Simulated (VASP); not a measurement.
Output of a VASP run:

**OSZICAR**
```
       N       E                     dE             d eps       ncg     rms          rms(c)
DAV:   1     0.809639960993E+02    0.80964E+02   -0.93641E+03   762   0.197E+03
DAV:   2    -0.220824496341E+01   -0.83172E+02   -0.80157E+02   819   0.342E+02
DAV:   3    -0.853529192246E+01   -0.63270E+01   -0.62977E+01   919   0.763E+01
DAV:   4    -0.866313889717E+01   -0.12785E+00   -0.12776E+00   924   0.116E+01
DAV:   5    -0.866631504330E+01   -0.31761E-02   -0.31760E-02   957   0.150E+00    0.489E+00
DAV:   6    -0.844312358154E+01    0.22319E+00   -0.44174E-01  1141   0.125E+01    0.327E+00
DAV:   7    -0.842413390953E+01    0.18990E-01   -0.12583E-01   965   0.268E+00    0.124E+00
DAV:   8    -0.842758304729E+01   -0.34491E-02   -0.17530E-02   889   0.196E+00    0.195E-01
DAV:   9    -0.842854570716E+01   -0.96266E-03   -0.21368E-03   932   0.707E-01    0.117E-01
DAV:  10    -0.842869605563E+01   -0.15035E-03   -0.19287E-04   974   0.160E-01    0.600E-02
DAV:  11    -0.842889373044E+01   -0.19767E-03   -0.42156E-04   799   0.170E-01    0.118E-02
DAV:  12    -0.842889295809E+01    0.77235E-06   -0.93220E-06   953   0.473E-02
   1 F= -.84288930E+01 E0= -.84288930E+01  d E =-.842889E+01
       N       E                     dE             d eps       ncg     rms          rms(c)
DAV:   1    -0.938821241598E+01   -0.95932E+00   -0.13855E+01   994   0.849E+01    0.562E+00
DAV:   2    -0.867549664802E+01    0.71272E+00   -0.11094E+00   954   0.217E+01    0.272E+00
DAV:   3    -0.847180602486E+01    0.20369E+00   -0.34699E-01  1004   0.121E+01    0.506E-01
DAV:   4    -0.845764399512E+01    0.14162E-01   -0.29047E-02   899   0.316E+00    0.263E-01
DAV:   5    -0.845490933309E+01    0.27347E-02   -0.21958E-03   947   0.686E-01    0.119E-01
DAV:   6    -0.845472917758E+01    0.18016E-03   -0.55572E-04   919   0.482E-01    0.586E-02
DAV:   7    -0.845473052596E+01   -0.13484E-05   -0.16168E-04   914   0.274E-01    0.148E-02
DAV:   8    -0.845473528540E+01   -0.47594E-05   -0.23025E-05   865   0.461E-02    0.171E-03
DAV:   9    -0.845473543891E+01   -0.15351E-06   -0.58182E-07   607   0.995E-03
   2 F= -.84547354E+01 E0= -.84547354E+01  d E =-.258425E-01
       N       E                     dE             d eps       ncg     rms          rms(c)
DAV:   1    -0.854752841730E+01   -0.92793E-01   -0.11676E+00   969   0.214E+01    0.177E+00
DAV:   2    -0.847899223236E+01    0.68536E-01   -0.13070E-01   969   0.933E+00    0.800E-01
DAV:   3    -0.846197439148E+01    0.17018E-01   -0.20636E-02   999   0.298E+00    0.195E-01
DAV:   4    -0.846050320327E+01    0.14712E-02   -0.20010E-03   829   0.637E-01    0.824E-02
DAV:   5    -0.846024210105E+01    0.26110E-03   -0.18402E-04  1011   0.203E-01    0.244E-02
DAV:   6    -0.846024068967E+01    0.14114E-05   -0.11499E-05  1115   0.426E-02    0.111E-02
DAV:   7    -0.846024192067E+01   -0.12310E-05   -0.16010E-06   783   0.132E-02    0.534E-03
DAV:   8    -0.846024257419E+01   -0.65352E-06   -0.11974E-06   729   0.926E-03
   3 F= -.84602426E+01 E0= -.84602426E+01  d E =-.313496E-01
```

**OUTCAR**
```
------------------------ aborting loop because EDIFF is reached ----------------------------------------
  FORCE on cell =-STRESS in cart. coord.  units (eV):
  Direction    XX          YY          ZZ          XY          YZ          ZX
  --------------------------------------------------------------------------------------
  Total       -0.0051996     -0.0051996     -0.0051996      0.0000000      0.0000000     -0.0000000
  in kB       -0.1945672     -0.1945672     -0.1945672      0.0000000      0.0000000     -0.0000000
  external PRESSURE =      -0.1945672 kB  Pullay stress =       0.0000000 kB
  volume of cell :       42.82
      direct lattice vectors                 reciprocal lattice vectors
    -0.000000000  2.776689211  2.776689211    -0.180070567  0.180070567  0.180070567
     2.776689211 -0.000000000  2.776689211     0.180070567 -0.180070567  0.180070567
     2.776689211  2.776689211 -0.000000000     0.180070567  0.180070567 -0.180070567
  FREE ENERGIE OF THE ION-ELECTRON SYSTEM (eV)
  ---------------------------------------------------
  free  energy   TOTEN  =        -8.4602425742 eV

  energy  without entropy=       -8.4602425742  energy(sigma->0) =       -8.46024257

 reached required accuracy - stopping structural energy minimisation
```
(Selected blocks of OUTCAR.)

**POSCAR**
```
GaP
1
    0.0000000000     2.7250000000     2.7250000000
    2.7250000000     0.0000000000     2.7250000000
    2.7250000000     2.7250000000     0.0000000000
Ga P
1 1
Direct
  0.0000000000   0.0000000000   0.0000000000
  0.2500000000   0.2500000000   0.2500000000
```

Reconstruct the remaining input files.

Several could match; the one computed here: the input of the run itself, RPBE GGA, plane waves, VASP's PBE PAW potentials (set 64).

### INCAR
```
# general
SYSTEM =GaP
PREC   =Accurate
ENCUT  =520   # plane-wave cut-off (eV)
LREAL  =F
LASPH  =T   # aspherical one-centre terms

# electronic loop
EDIFF  =1E-6   # SCF stop (eV)
NELM   =100   # most electronic steps
ALGO   =Normal   # blocked Davidson
LMAXMIX=4   # l cut-off of mixed one-centre charges

# smearing
ISMEAR =0
SIGMA  =0.05

# functional
GGA    =RP   # RPBE

# ions
IBRION =2
NSW    =60   # most ionic steps
ISIF   =3
EDIFFG =-0.01   # ionic stop

# output
LWAVE  =F
LCHARG =F
```

**KPOINTS**
```
Automatic mesh
0
Gamma
8 8 8
0 0 0
```

POTCAR, in this order: Ga_d P (PBE.64 set). Program: vasp_std.

Energy and stress use the plane-wave basis of the starting cell.

The compound is GaP in the zinc blende structure. This run relaxes it. Symmetry was kept, so distortions that lower it aren't found.
